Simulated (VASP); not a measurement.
Level of theory: PBEsol GGA, VASP's PBE PAW potentials (set 64) (plane waves; VASP 6.6.1).

Input for VASP

File KPOINTS:
```
Automatic mesh
0
Gamma
8 8 1
0 0 0
```

POSCAR:
```
Bi2Se3
1.0
  4.1301005958   0.0000000000   0.0000000000
 -2.0650502978   3.5767718656   0.0000000000
  0.0000000000   0.0000000000  28.5900079355
Bi Se
6 9
Cartesian
 -0.0000020650   2.3845157693   7.5954216382
 -0.0000020650   2.3845157693   1.9346000670
  0.0000000000   0.0000000000  17.1254147534
  0.0000000000   0.0000000000  11.4645931821
  2.0650523630   1.1922560963  26.6554078685
  2.0650523630   1.1922560963  20.9945862973
  0.0000000000   0.0000000000   0.0000000000
  2.0650523630   1.1922560963   3.4689114328
  0.0000000000   0.0000000000   6.0610816823
  2.0650523630   1.1922560963   9.5299931152
 -0.0000020650   2.3845157693  12.9989331380
  2.0650523630   1.1922560963  15.5910747975
 -0.0000020650   2.3845157693  19.0600148203
  0.0000000000   0.0000000000  22.5289262532
 -0.0000020650   2.3845157693  25.1210965027
```

**INCAR**
```
! general
SYSTEM  = Bi2Se3
PREC    = Normal
ENCUT   = 400   ! plane-wave cut-off (eV)
LREAL   = .FALSE.
LASPH   = .TRUE.

! electronic loop
EDIFF   = 1E-5
NELM    = 100   ! most electronic steps
NELMIN  = 4
ALGO    = Fast   ! Davidson, then RMM-DIIS
LMAXMIX = 4   ! l cut-off of mixed one-centre charges

! smearing
ISMEAR  = 0   ! Gaussian
SIGMA   = 0.05   ! width (eV)

! functional
GGA     = PS   ! PBEsol

! ions
IBRION  = 2
NSW     = 20   ! most ionic steps
ISIF    = 2
EDIFFG  = -0.03

! output
LWAVE   = .FALSE.
LCHARG  = .FALSE.
```

POTCAR, in this order: Bi_d Se (PBE.64 set). Program: vasp_std.

What VASP printed:

File OSZICAR:
```
       N       E                     dE             d eps       ncg     rms          rms(c)
DAV:   1     0.145147103372E+04    0.14515E+04   -0.58146E+04  1720   0.146E+03
DAV:   2     0.147917935712E+03   -0.13036E+04   -0.12625E+04  1832   0.413E+02
DAV:   3    -0.546471842874E+02   -0.20257E+03   -0.19283E+03  2074   0.182E+02
DAV:   4    -0.675812026109E+02   -0.12934E+02   -0.12670E+02  1972   0.464E+01
DAV:   5    -0.682925601086E+02   -0.71136E+00   -0.70832E+00  2416   0.985E+00    0.877E+00
RMM:   6    -0.661057374833E+02    0.21868E+01   -0.44824E+00  1879   0.534E+00    0.518E+00
RMM:   7    -0.661521524239E+02   -0.46415E-01   -0.22279E+00  2069   0.309E+00    0.250E+00
RMM:   8    -0.661190283769E+02    0.33124E-01   -0.25246E-01  1927   0.226E+00    0.371E-01
RMM:   9    -0.661201715368E+02   -0.11432E-02   -0.67735E-02  2212   0.948E-01    0.144E-01
RMM:  10    -0.661216196825E+02   -0.14481E-02   -0.16798E-02  2391   0.408E-01    0.681E-02
RMM:  11    -0.661218525948E+02   -0.23291E-03   -0.23996E-03  2564   0.150E-01    0.295E-02
RMM:  12    -0.661218855101E+02   -0.32915E-04   -0.41348E-04  2184   0.559E-02    0.124E-02
RMM:  13    -0.661218882233E+02   -0.27132E-05   -0.91527E-05  1743   0.285E-02
   1 F= -.66121888E+02 E0= -.66121838E+02  d E =-.661219E+02
       N       E                     dE             d eps       ncg     rms          rms(c)
DAV:   1    -0.661217251913E+02    0.16032E-03   -0.94301E+00  2000   0.893E+00    0.425E-01
RMM:   2    -0.661388207112E+02   -0.17096E-01   -0.20995E-01  1937   0.237E+00    0.171E-01
RMM:   3    -0.661477023671E+02   -0.88817E-02   -0.95836E-02  2417   0.137E+00    0.120E-01
RMM:   4    -0.661481011912E+02   -0.39882E-03   -0.61269E-03  2143   0.327E-01    0.984E-02
RMM:   5    -0.661480941866E+02    0.70046E-05   -0.18364E-03  2092   0.163E-01    0.367E-02
RMM:   6    -0.661480910925E+02    0.30941E-05   -0.31135E-04  2132   0.704E-02    0.306E-02
RMM:   7    -0.661480782384E+02    0.12854E-04   -0.12523E-04  2020   0.450E-02    0.159E-02
RMM:   8    -0.661480800601E+02   -0.18217E-05   -0.51311E-05  1531   0.262E-02
   2 F= -.66148080E+02 E0= -.66147981E+02  d E =-.261918E-01
       N       E                     dE             d eps       ncg     rms          rms(c)
DAV:   1    -0.661473593700E+02    0.71887E-03   -0.12082E+00  1952   0.318E+00    0.146E-01
RMM:   2    -0.661494433287E+02   -0.20840E-02   -0.25274E-02  1933   0.771E-01    0.474E-02
RMM:   3    -0.661503618046E+02   -0.91848E-03   -0.97138E-03  2403   0.438E-01    0.412E-02
RMM:   4    -0.661503989689E+02   -0.37164E-04   -0.63049E-04  2151   0.105E-01    0.354E-02
RMM:   5    -0.661503931352E+02    0.58337E-05   -0.20800E-04  2008   0.541E-02    0.115E-02
RMM:   6    -0.661503923646E+02    0.77059E-06   -0.42802E-05  1610   0.253E-02
   3 F= -.66150392E+02 E0= -.66150274E+02  d E =-.285041E-01
```

OUTCAR:
```
------------------------ aborting loop because EDIFF is reached ----------------------------------------
  FORCE on cell =-STRESS in cart. coord.  units (eV):
  Direction    XX          YY          ZZ          XY          YZ          ZX
  --------------------------------------------------------------------------------------
  Total        0.0317210      0.0317210     -0.0568262      0.0000000      0.0000000     -0.0000000
  in kB        0.1203347      0.1203347     -0.2155724      0.0000000      0.0000000     -0.0000000
  external PRESSURE =       0.0083657 kB  Pullay stress =       0.0000000 kB
  volume of cell :      422.34
      direct lattice vectors                 reciprocal lattice vectors
     4.130100596  0.000000000  0.000000000     0.242124853  0.139790856  0.000000000
    -2.065050298  3.576771866  0.000000000     0.000000000  0.279581712  0.000000000
     0.000000000  0.000000000 28.590007936     0.000000000  0.000000000  0.034977255
 POSITION                                       TOTAL-FORCE (eV/Angst)
 -----------------------------------------------------------------------------------
     -0.00000      2.38452      7.61507         0.000000     -0.000000      0.003759
     -0.00000      2.38452      1.91495        -0.000000      0.000000     -0.003759
     -0.00000      0.00000     17.14506         0.000000     -0.000000      0.003759
      0.00000      0.00000     11.44494        -0.000000      0.000000     -0.003759
      2.06505      1.19226     26.67506        -0.000000     -0.000000      0.003759
      2.06505      1.19226     20.97494        -0.000000      0.000000     -0.003759
      0.00000      0.00000      0.00000         0.000000      0.000000      0.000000
      2.06505      1.19226      3.48361         0.000000      0.000000      0.014380
      0.00000      0.00000      6.04639        -0.000000     -0.000000     -0.014380
      2.06505      1.19226      9.52999         0.000000     -0.000000      0.000000
     -0.00000      2.38452     13.01363         0.000000      0.000000      0.014380
      2.06505      1.19226     15.57638        -0.000000     -0.000000     -0.014380
     -0.00000      2.38452     19.06001        -0.000000      0.000000      0.000000
     -0.00000      0.00000     22.54362         0.000000      0.000000      0.014380
     -0.00000      2.38452     25.10640        -0.000000     -0.000000     -0.014380
 -----------------------------------------------------------------------------------
    total drift:                                0.000000      0.000000      0.000000
  FREE ENERGIE OF THE ION-ELECTRON SYSTEM (eV)
  ---------------------------------------------------
  free  energy   TOTEN  =       -66.1503923646 eV

  energy  without entropy=      -66.1501547017  energy(sigma->0) =      -66.15027353

 reached required accuracy - stopping structural energy minimisation
```
(Selected blocks of OUTCAR.)

File CONTCAR:
```
Bi2Se3
   1.00000000000000
     4.1301005958000001    0.0000000000000000    0.0000000000000000
    -2.0650502978000000    3.5767718656000000    0.0000000000000000
     0.0000000000000000    0.0000000000000000   28.5900079355000010
  Bi              Se
     6     9
Direct
     0.3333330000000032    0.6666669999999968    0.2663543093188492
     0.3333330000000032    0.6666669999999968    0.0669796906811515
     0.0000000000000000    0.0000000000000000    0.5996873093188452
     0.0000000000000000    0.0000000000000000    0.4003126906811547
     0.6666669999999968    0.3333330000000032    0.9330203093188484
     0.6666669999999968    0.3333330000000032    0.7336456906811509
     0.0000000000000000    0.0000000000000000    0.0000000000000000
     0.6666669999999968    0.3333330000000032    0.1218470252356386
     0.0000000000000000    0.0000000000000000    0.2114859747643646
     0.6666669999999968    0.3333330000000032    0.3333330000000032
     0.3333330000000032    0.6666669999999968    0.4551810252356393
     0.6666669999999968    0.3333330000000032    0.5448189747643607
     0.3333330000000032    0.6666669999999968    0.6666669999999968
     0.0000000000000000    0.0000000000000000    0.7885140252356354
     0.3333330000000032    0.6666669999999968    0.8781529747643614
```

Without a dispersion term in the relaxation, distances and binding between the weakly bound layers, chains or molecules are unreliable, and so is what depends on them.

The compound is Bi2Se3 in the tetradymite structure. This run relaxes the ions in a fixed cell. Symmetry was kept, so distortions that lower it aren't found.
